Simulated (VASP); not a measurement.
The input files of a VASP run:

File KPOINTS:
```
Automatic mesh
0
Gamma
5 5 4
0 0 0
```

File POSCAR:
```
PtSe2
1
    1.9023000000    -3.2948800000     0.0000000000
    1.9023000000     3.2948800000     0.0000000000
    0.0000000000     0.0000000000     5.1816000000
Pt Se
1 2
Direct
  0.0000000000   0.0000000000   0.0000000000
  0.3333330000   0.6666670000   0.2550000000
  0.6666670000   0.3333330000   0.7450000000
```

INCAR:
```
SYSTEM = PtSe2
PREC = Accurate
ENCUT = 400
EDIFF = 1E-6
NELM = 100
ALGO = Normal
LREAL = .FALSE.
LASPH = .TRUE.
ISMEAR = -1
SIGMA = 0.8
GGA = PE
LMAXMIX = 6
LWAVE = .FALSE.
LCHARG = .FALSE.
ISIF = 2
```

POTCAR, in this order: Pt Se (PBE.64 set). Program: vasp_std.

What happens when VASP runs on this input?

There is a fault: SIGMA is far too large. The run ends without an error. Against the sound run, the energy per atom (σ→0) increases by 0.083 eV/atom; the pressure rises by 5.98 GPa; the largest force falls by 0.252 eV/Å.

File standard output:
```
 POSCAR found type information on POSCAR PtSe
 POSCAR found :  2 types and       3 ions
 Reading from existing POTCAR
 Reading from existing POTCAR
 LDA part: xc-table for (Slater+PW92), standard interpolation
 POSCAR, INCAR and KPOINTS ok, starting setup
 WAVECAR not read
 entering main loop
       N       E                     dE             d eps       ncg     rms          rms(c)
DAV:   1     0.980614171676E+02    0.98061E+02   -0.86174E+03   510   0.103E+03
DAV:   2    -0.125281693806E+02   -0.11059E+03   -0.10853E+03   685   0.214E+02
DAV:   3    -0.164297757107E+02   -0.39016E+01   -0.38638E+01   629   0.438E+01
DAV:   4    -0.164583067577E+02   -0.28531E-01   -0.28514E-01   657   0.398E+00
DAV:   5    -0.164586679130E+02   -0.36116E-03   -0.36112E-03   615   0.417E-01    0.131E+01
DAV:   6    -0.160474822449E+02    0.41119E+00   -0.55535E+00   517   0.231E+01    0.928E+00
DAV:   7    -0.157431341997E+02    0.30435E+00   -0.11887E+00   517   0.119E+01    0.456E+00
DAV:   8    -0.157376195834E+02    0.55146E-02   -0.10663E-01   545   0.212E+00    0.101E+00
DAV:   9    -0.157309555460E+02    0.66640E-02   -0.16927E-02   559   0.138E+00    0.251E-01
DAV:  10    -0.157310168275E+02   -0.61281E-04   -0.24755E-03   601   0.321E-01    0.369E-02
DAV:  11    -0.157310311160E+02   -0.14288E-04   -0.12062E-04   629   0.103E-01    0.300E-02
DAV:  12    -0.157310315190E+02   -0.40301E-06   -0.11280E-05   545   0.324E-02    0.166E-02
DAV:  13    -0.157310310352E+02    0.48372E-06   -0.49390E-06   629   0.133E-02
   1 F= -.15731031E+02 E0= -.13999682E+02  d E =-.346270E+01
```

OUTCAR:
```
------------------------ aborting loop because EDIFF is reached ----------------------------------------
  FORCE on cell =-STRESS in cart. coord.  units (eV):
  Direction    XX          YY          ZZ          XY          YZ          ZX
  --------------------------------------------------------------------------------------
  Total        1.5256778      1.5256775      1.3994604      0.0000000      0.0000000      0.0000000
  in kB       37.6323128     37.6323071     34.5190395      0.0000000      0.0000000      0.0000000
  external PRESSURE =      36.5945531 kB  Pullay stress =       0.0000000 kB
  volume of cell :       64.95
      direct lattice vectors                 reciprocal lattice vectors
     1.902300000 -3.294880000  0.000000000     0.262839720 -0.151750595  0.000000000
     1.902300000  3.294880000  0.000000000     0.262839720  0.151750595  0.000000000
     0.000000000  0.000000000  5.181600000     0.000000000  0.000000000  0.192990582
 POSITION                                       TOTAL-FORCE (eV/Angst)
 -----------------------------------------------------------------------------------
      0.00000      0.00000      0.00000         0.000000     -0.000000     -0.000000
      1.90230      1.09830      1.32131         0.000000      0.000000      0.262637
      1.90230     -1.09830      3.86029        -0.000000      0.000000     -0.262637
 -----------------------------------------------------------------------------------
    total drift:                                0.000000     -0.000000      0.000000
  FREE ENERGIE OF THE ION-ELECTRON SYSTEM (eV)
  ---------------------------------------------------
  free  energy   TOTEN  =       -15.7310310352 eV

  energy  without entropy=      -12.2683332029  energy(sigma->0) =      -13.99968212
```
(Selected blocks of OUTCAR.)

To mend it, set ISMEAR = 0, set SIGMA = 0.05.

The mended run (PBE GGA, plane waves, VASP's PBE PAW potentials (set 64)) converges, and its OSZICAR ends with
```
   1 F= -.14249731E+02 E0= -.14249201E+02  d E =-.106003E-02
```

The compound is PtSe2 in the 1T layered structure. The cell was not relaxed at this level.
